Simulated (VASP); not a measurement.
Output of a VASP run:

### OSZICAR
```
       N       E                     dE             d eps       ncg     rms          rms(c)
DAV:   1     0.318735438728E+03    0.31874E+03   -0.23310E+04  1464   0.105E+03
DAV:   2    -0.293364852582E+02   -0.34807E+03   -0.33883E+03  1587   0.322E+02
DAV:   3    -0.453929927039E+02   -0.16057E+02   -0.15973E+02  1587   0.626E+01
DAV:   4    -0.457208846152E+02   -0.32789E+00   -0.32744E+00  1550   0.887E+00
DAV:   5    -0.457286931241E+02   -0.78085E-02   -0.78041E-02  1567   0.125E+00    0.415E+01
DAV:   6    -0.435913566762E+02    0.21373E+01   -0.16519E+01  1400   0.228E+01    0.150E+01
DAV:   7    -0.433292504967E+02    0.26211E+00   -0.59393E+00  1410   0.130E+01    0.919E+00
DAV:   8    -0.430988935463E+02    0.23036E+00   -0.11216E+00  1562   0.607E+00    0.293E+00
DAV:   9    -0.431100045359E+02   -0.11111E-01   -0.12159E-01  1656   0.159E+00    0.138E+00
DAV:  10    -0.431033170182E+02    0.66875E-02   -0.54158E-02  1491   0.133E+00    0.245E-01
DAV:  11    -0.431033667235E+02   -0.49705E-04   -0.27509E-03  1582   0.308E-01    0.108E-01
DAV:  12    -0.431033455947E+02    0.21129E-04   -0.21035E-04  1488   0.707E-02    0.621E-02
DAV:  13    -0.431033731044E+02   -0.27510E-04   -0.18757E-04  1527   0.676E-02    0.167E-02
DAV:  14    -0.431033726085E+02    0.49591E-06   -0.16201E-05  1485   0.232E-02    0.118E-02
DAV:  15    -0.431033733074E+02   -0.69896E-06   -0.23608E-06  1248   0.683E-03
   1 F= -.43103373E+02 E0= -.43103373E+02  d E =-.369864-147
```

### OUTCAR
```
------------------------ aborting loop because EDIFF is reached ----------------------------------------
  FORCE on cell =-STRESS in cart. coord.  units (eV):
  Direction    XX          YY          ZZ          XY          YZ          ZX
  --------------------------------------------------------------------------------------
  Total       10.2894984     10.2895043     12.1707079      0.0000000     -0.0000000      0.0000000
  in kB      156.3538500    156.3539385    184.9397275      0.0000000     -0.0000000      0.0000000
  external PRESSURE =     165.8825053 kB  Pullay stress =       0.0000000 kB
  volume of cell :      105.44
      direct lattice vectors                 reciprocal lattice vectors
     3.087382000  0.000000000  0.000000000     0.323899019  0.187003133  0.000000000
    -1.543691000  2.673752000  0.000000000     0.000000000  0.374006265  0.000000000
     0.000000000  0.000000000 12.772759000     0.000000000  0.000000000  0.078291620
 POSITION                                       TOTAL-FORCE (eV/Angst)
 -----------------------------------------------------------------------------------
      0.00000      0.00000      3.19319         0.000000      0.000000      0.000000
      0.00000      0.00000      9.57957         0.000000     -0.000000      0.000000
     -0.00000      1.78250      4.69705        -0.000000      0.000000      1.901381
      1.54369      0.89125      8.07570        -0.000000     -0.000000     -1.901381
      1.54369      0.89125     11.08343        -0.000000      0.000000      1.901381
     -0.00000      1.78250      1.68933         0.000000     -0.000000     -1.901381
 -----------------------------------------------------------------------------------
    total drift:                                0.000000      0.000000      0.000000
  FREE ENERGIE OF THE ION-ELECTRON SYSTEM (eV)
  ---------------------------------------------------
  free  energy   TOTEN  =       -43.1033733074 eV

  energy  without entropy=      -43.1033733074  energy(sigma->0) =      -43.10337331
```
(Selected blocks of OUTCAR.)

**POSCAR**
```
MoS2
1
    3.0873820000     0.0000000000     0.0000000000
   -1.5436910000     2.6737520000     0.0000000000
    0.0000000000     0.0000000000    12.7727590000
Mo S
2 4
Direct
  0.0000000000   0.0000000000   0.2500000000
  0.0000000000   0.0000000000   0.7500000000
  0.3333330000   0.6666670000   0.3677400000
  0.6666670000   0.3333330000   0.6322600000
  0.6666670000   0.3333330000   0.8677400000
  0.3333330000   0.6666670000   0.1322600000
```

Question: Reconstruct the remaining input files.

Answer: This is not unique; one that fits is the input of the run itself, PBE GGA, plane waves, VASP's PBE PAW potentials (set 64).

KPOINTS:
```
Regular mesh
0
gamma
  8 8 2
```

**INCAR**
```
! general
SYSTEM  = MoS2
PREC    = Accurate
ENCUT   = 300   ! plane-wave cut-off (eV)
LREAL   = .FALSE.   ! projection in real space or not
LASPH   = .TRUE.   ! aspherical one-centre terms

! electronic loop
EDIFF   = 1E-6   ! SCF stop (eV)
NELM    = 100   ! most electronic steps
ALGO    = Normal   ! blocked Davidson
LMAXMIX = 4   ! l cut-off of mixed one-centre charges

! smearing
ISMEAR  = 0
SIGMA   = 0.01   ! width (eV)

! functional
GGA     = PE   ! PBE

! ions
ISIF    = 2

! output
LWAVE   = .FALSE.
LCHARG  = .FALSE.
```

POTCAR, in this order: Mo_sv S (PBE.64 set). Program: vasp_std.

At this cut-off the stress carries a Pulay error, which pulls relaxed volumes low.

The structure comes from a computed database's MoS2 entry; how it stands against other phases isn't given here. The cell was not relaxed at this level, and its volume differs by -5.9 % from the start's.
